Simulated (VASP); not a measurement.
A convergence study with VASP on Er (hcp): one setting is varied, all else stays as given below, so the limit is that of these other settings. Each run relaxes cell and ions from the cell shown. The basis is that of the starting cell, so low cut-offs carry a Pulay error.

```
Er
1.0
    1.78000    -3.08305     0.00000
    1.78000     3.08305     0.00000
    0.00000     0.00000     5.59000
Er
2
Cartesian
  1.78000   1.02769   1.39750
  1.78000  -1.02769   4.19250
```

These are PBE GGA, VASP's PBE PAW potentials (set 64) (plane waves; VASP) values and carry that method's errors. The tightest run used: 700 eV cut-off, 10×10×6 Γ-centred mesh, first-order Methfessel-Paxton smearing of 0.10 eV, potentials Er_3.

The 4f electrons are frozen in the core of the lanthanide potential, so 4f levels, which can set the real gap, and their magnetism are missing.

```tsv
setting	relaxed volume (Å³/atom)	E (eV/atom)	plane waves
ENCUT = 150	30.325	-4.4628	275
ENCUT = 200	30.589	-4.4916	408
ENCUT = 250	30.762	-4.4994	568
```

### Question
These are the cheaper rows. Estimate the results at ENCUT = 700, and how far the last row shown lies from them.

### Answer

```json
[
 {"quantity": "relaxed volume (Å³/atom)", "tightest run": "30.795", "last row shown is off by": "-0.033"},
 {"quantity": "E (eV/atom)", "tightest run": "-4.5020", "last row shown is off by": "0.0026"}
]
```

Left out are rungs that failed or repeat a setting and relaxations that didn't move; long series are thinned to 24 rows.

The compound is Er in the hcp structure.
